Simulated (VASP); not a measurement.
Data:

```xyz
6
Lattice="4.7909 0.0000 0.0000 0.0000 4.7909 0.0000 0.0000 0.0000 3.1783" Properties=species:S:1:pos:R:3 pbc="T T T"
Zn     0.0000     4.7909     0.0000
Zn     2.3955     2.3955     1.5892
F      1.4571     1.4571     0.0000
F      3.8526     0.9383     1.5892
F      0.9383     3.8526     1.5892
F      3.3338     3.3338     0.0000
```

The numbers are results of PW91 GGA, VASP's PBE PAW potentials (set 64) (plane waves; VASP), not measurements. Numerical set-up: 520 eV cut-off, 5×5×8 Γ-centred mesh, tetrahedra with Blöchl corrections, potentials Zn F.

The cores are frozen, which limits the accuracy of field gradients.

Task: Give the principal components of the electric field gradient (V/Å²) and the asymmetry η at each nucleus.

Result: 
| atom | Vxx | Vyy | Vzz | η |
|---|---|---|---|---|
| Zn1 | -14.7 | -3.6 | 18.4 | 0.60 |
| Zn2 | -14.7 | -3.6 | 18.4 | 0.60 |
| F3 | 65.1 | 28.4 | -93.5 | 0.39 |
| F4 | 65.1 | 28.4 | -93.5 | 0.39 |
| F5 | 65.1 | 28.4 | -93.5 | 0.39 |
| F6 | 65.1 | 28.4 | -93.5 | 0.39 |

The compound is ZnF2 in the rutile structure. It was relaxed first, which changed the volume by +6 %.
